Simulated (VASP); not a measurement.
Method: SCAN meta-GGA, VASP's PBE PAW potentials (set 64) (plane waves; VASP 6.6.1).

Input for VASP

**KPOINTS**
```
Automatic mesh
0
Gamma
13 13 8
0 0 0
```

KPOINTS_OPT:
```
k-points along high-symmetry lines
6
Line-mode
Reciprocal
  0.000000   0.000000   0.000000 ! GAMMA
  0.000000   0.500000   0.000000 ! M

  0.000000   0.500000   0.000000 ! M
 -0.333333   0.666667   0.000000 ! K

 -0.333333   0.666667   0.000000 ! K
  0.000000   0.000000   0.000000 ! GAMMA

  0.000000   0.000000   0.000000 ! GAMMA
  0.000000   0.000000   0.500000 ! A

  0.000000   0.000000   0.500000 ! A
  0.000000   0.500000   0.500000 ! L

  0.000000   0.500000   0.500000 ! L
 -0.333333   0.666667   0.500000 ! H

 -0.333333   0.666667   0.500000 ! H
  0.000000   0.000000   0.500000 ! A

  0.000000   0.500000   0.500000 ! L
  0.000000   0.500000   0.000000 ! M

 -0.333333   0.666667   0.500000 ! H
 -0.333333   0.666667   0.000000 ! K
```

### INCAR
```
SYSTEM = Tb
PREC = Accurate
ENCUT = 520
EDIFF = 1E-7
NELM = 100
ALGO = Normal
LREAL = .FALSE.
LASPH = .TRUE.
ISMEAR = -5
METAGGA = SCAN
LMIXTAU = .TRUE.
LMAXMIX = 6
LWAVE = .FALSE.
LCHARG = .FALSE.
LORBIT = 11
NEDOS = 601
ISIF = 2
```

POSCAR:
```
Tb
11.0362610
  0.1637980647  -0.2837065286   0.0000000000
  0.1637980647   0.2837065286   0.0000000000
  0.0000000000   0.0000000000   0.4999999823
Tb
2
Cartesian
  0.1637980647   0.0945690320   0.1249999956
  0.1637980647  -0.0945690320   0.3749999867
```

POTCAR, in this order: Tb_3 (PBE.64 set). Program: vasp_std.

The run wrote:

**OUTCAR**
```
 ion  position               nearest neighbor table
   1  0.333  0.667  0.250-   2 3.46   2 3.46   2 3.46   2 3.46   2 3.46   2 3.46
   2  0.667  0.333  0.750-   1 3.46   1 3.46   1 3.46   1 3.46   1 3.46   1 3.46
  LATTYP: Found a hexagonal cell.
 ALAT       =     3.6154359887
 C/A-ratio  =     1.5262696731
 Subroutine PRICEL returns:
 Original cell was already a primitive cell.
 Subroutine GETGRP returns: Found 24 space group operations
The static configuration has the point symmetry D_3d.
 The point group associated with its full space group is D_6h.
The dynamic configuration has the point symmetry D_3d.
 Subroutine INISYM returns: Found 24 space group operations
 Subroutine IBZKPT returns following result:
 Found    105 irreducible k-points:

 Following reciprocal coordinates:
            Coordinates               Weight
  0.000000  0.000000  0.000000      1.000000
  0.076923 -0.000000  0.000000      6.000000
  0.153846 -0.000000  0.000000      6.000000
  0.230769 -0.000000  0.000000      6.000000
  0.307692 -0.000000  0.000000      6.000000
  0.384615 -0.000000  0.000000      6.000000
  0.461538 -0.000000  0.000000      6.000000
  0.076923  0.076923  0.000000      6.000000
  0.153846  0.076923  0.000000     12.000000
  0.230769  0.076923  0.000000     12.000000
  0.307692  0.076923  0.000000     12.000000
  0.384615  0.076923  0.000000     12.000000
  0.461538  0.076923  0.000000      6.000000
  0.153846  0.153846  0.000000      6.000000
  0.230769  0.153846  0.000000     12.000000
  0.307692  0.153846  0.000000     12.000000
  0.384615  0.153846  0.000000     12.000000
  0.230769  0.230769  0.000000      6.000000
  0.307692  0.230769  0.000000     12.000000
  0.384615  0.230769  0.000000      6.000000
  0.307692  0.307692  0.000000      6.000000
  0.000000  0.000000  0.125000      2.000000
...
```

File OSZICAR:
```
       N       E                     dE             d eps       ncg     rms          rms(c)
DAV:   1    -0.430023648721E+02   -0.43002E+02   -0.92636E+03  2730   0.129E+03
DAV:   2    -0.941413646407E+02   -0.51139E+02   -0.50082E+02  2845   0.268E+02
DAV:   3    -0.964371247925E+02   -0.22958E+01   -0.21459E+01  3734   0.325E+01
DAV:   4    -0.964997150395E+02   -0.62590E-01   -0.61711E-01  3225   0.508E+00
DAV:   5    -0.965013902861E+02   -0.16752E-02   -0.16630E-02  4060   0.692E-01    0.278E+01
DAV:   6    -0.938780716908E+02    0.26233E+01   -0.84134E-01  2783   0.949E+00    0.150E+01
DAV:   7    -0.924613146761E+02    0.14168E+01   -0.55900E-01  3125   0.752E+00    0.132E+00
DAV:   8    -0.935546774803E+02   -0.10934E+01   -0.57314E-01  2910   0.706E+00    0.286E+00
DAV:   9    -0.935728097252E+02   -0.18132E-01   -0.17939E-01  2750   0.620E+00    0.135E+00
DAV:  10    -0.935755438809E+02   -0.27342E-02   -0.62027E-03  3155   0.898E-01    0.113E+00
DAV:  11    -0.935745455434E+02    0.99834E-03   -0.99058E-03  2750   0.149E+00    0.829E-01
DAV:  12    -0.935868969005E+02   -0.12351E-01   -0.66962E-03  2760   0.115E+00    0.135E-01
DAV:  13    -0.935770422228E+02    0.98547E-02   -0.34749E-02  2730   0.265E+00    0.344E-01
DAV:  14    -0.935773499813E+02   -0.30776E-03   -0.33621E-04  3320   0.206E-01    0.339E-01
DAV:  15    -0.935833193269E+02   -0.59693E-02   -0.19886E-02  2730   0.194E+00    0.345E-01
DAV:  16    -0.935833558679E+02   -0.36541E-04   -0.81915E-05  3773   0.937E-02    0.353E-01
DAV:  17    -0.935852989946E+02   -0.19431E-02   -0.93081E-04  2750   0.432E-01    0.352E-01
DAV:  18    -0.935816242599E+02    0.36747E-02   -0.36154E-03  2730   0.910E-01    0.127E-01
DAV:  19    -0.935804556852E+02    0.11686E-02   -0.10310E-03  2730   0.414E-01    0.240E-02
DAV:  20    -0.935805434295E+02   -0.87744E-04   -0.13053E-04  2860   0.137E-01    0.396E-02
DAV:  21    -0.935803235089E+02    0.21992E-03   -0.70470E-05  2770   0.106E-01    0.408E-02
DAV:  22    -0.935802742395E+02    0.49269E-04   -0.22236E-04  2740   0.198E-01    0.115E-02
DAV:  23    -0.935801336400E+02    0.14060E-03   -0.25703E-04  2740   0.222E-01    0.384E-02
DAV:  24    -0.935801297652E+02    0.38747E-05   -0.47537E-06  3568   0.210E-02    0.385E-02
DAV:  25    -0.935801227460E+02    0.70192E-05   -0.11662E-05  2760   0.432E-02    0.448E-02
DAV:  26    -0.935801483221E+02   -0.25576E-04   -0.63030E-05  2740   0.107E-01    0.293E-02
DAV:  27    -0.935801540276E+02   -0.57055E-05   -0.11954E-05  2760   0.489E-02    0.193E-02
DAV:  28    -0.935801564533E+02   -0.24257E-05   -0.27240E-06  2785   0.229E-02    0.132E-02
DAV:  29    -0.935801625919E+02   -0.61386E-05   -0.63581E-07  2835   0.110E-02    0.972E-03
DAV:  30    -0.935801677917E+02   -0.51998E-05   -0.40395E-07  2810   0.946E-03    0.708E-03
DAV:  31    -0.935801705229E+02   -0.27312E-05   -0.49125E-07  2780   0.107E-02    0.739E-03
DAV:  32    -0.935801712823E+02   -0.75934E-06   -0.34108E-07  2775   0.903E-03    0.662E-03
DAV:  33    -0.935801776681E+02   -0.63858E-05   -0.17452E-07  2714   0.605E-03    0.389E-03
DAV:  34    -0.935801815967E+02   -0.39287E-05   -0.13611E-07  2506   0.577E-03    0.201E-03
DAV:  35    -0.935801838581E+02   -0.22614E-05   -0.25820E-08  1430   0.233E-03    0.742E-04
DAV:  36    -0.935801840503E+02   -0.19211E-06   -0.12500E-08  1425   0.140E-03    0.244E-04
DAV:  37    -0.935801846463E+02   -0.59602E-06   -0.80183E-09  1415   0.122E-03    0.103E-04
DAV:  38    -0.935801851831E+02   -0.53687E-06   -0.20989E-08  1400   0.203E-03    0.356E-05
DAV:  39    -0.935801854123E+02   -0.22912E-06   -0.38693E-09  1410   0.944E-04    0.819E-05
DAV:  40    -0.935801856202E+02   -0.20796E-06   -0.20582E-09  1395   0.676E-04    0.100E-04
DAV:  41    -0.935801855645E+02    0.55726E-07   -0.25629E-10  1385   0.169E-04
   1 F= -.93580186E+02 E0= -.93580186E+02  d E =0.000000E+00
       N       E                     dE             ncg
```

OUTCAR:
```
------------------------ aborting loop because EDIFF is reached ----------------------------------------
  FORCE on cell =-STRESS in cart. coord.  units (eV):
  Direction    XX          YY          ZZ          XY          YZ          ZX
  --------------------------------------------------------------------------------------
  Total       -0.1182784     -0.1182783      0.1800893      0.0000000      0.0000000      0.0000000
  in kB       -3.0336953     -3.0336944      4.6190688      0.0000000      0.0000000      0.0000000
  external PRESSURE =      -0.4827737 kB  Pullay stress =       0.0000000 kB
  volume of cell :       62.47
      direct lattice vectors                 reciprocal lattice vectors
     1.807718193 -3.131059297  0.000000000     0.276591784 -0.159690364  0.000000000
     1.807718193  3.131059297  0.000000000     0.276591784  0.159690364  0.000000000
     0.000000000  0.000000000  5.518130305     0.000000000  0.000000000  0.181220802
 POSITION                                       TOTAL-FORCE (eV/Angst)
 -----------------------------------------------------------------------------------
      1.80772      1.04369      1.37953         0.000000     -0.000000      0.000000
      1.80772     -1.04369      4.13860         0.000000      0.000000      0.000000
 -----------------------------------------------------------------------------------
    total drift:                                0.000000      0.000109     -0.000011
  FREE ENERGIE OF THE ION-ELECTRON SYSTEM (eV)
  ---------------------------------------------------
  free  energy   TOTEN  =       -93.5801855645 eV

  energy  without entropy=      -93.5801855645  energy(sigma->0) =      -93.58018556

 total charge

# of ion       s       p       d       tot
------------------------------------------
    1        0.366   6.334   1.176   7.876
    2        0.366   6.334   1.176   7.876
--------------------------------------------------
tot          0.732  12.668   2.352  15.752
```
(Selected blocks of OUTCAR.)

The 4f electrons are frozen in the core of the lanthanide potential, so 4f levels, which can set the real gap, and their magnetism are missing. For a metal the tetrahedron method with Blöchl corrections gives inexact stress and forces.

The compound is Tb in the hcp structure. It was relaxed first.
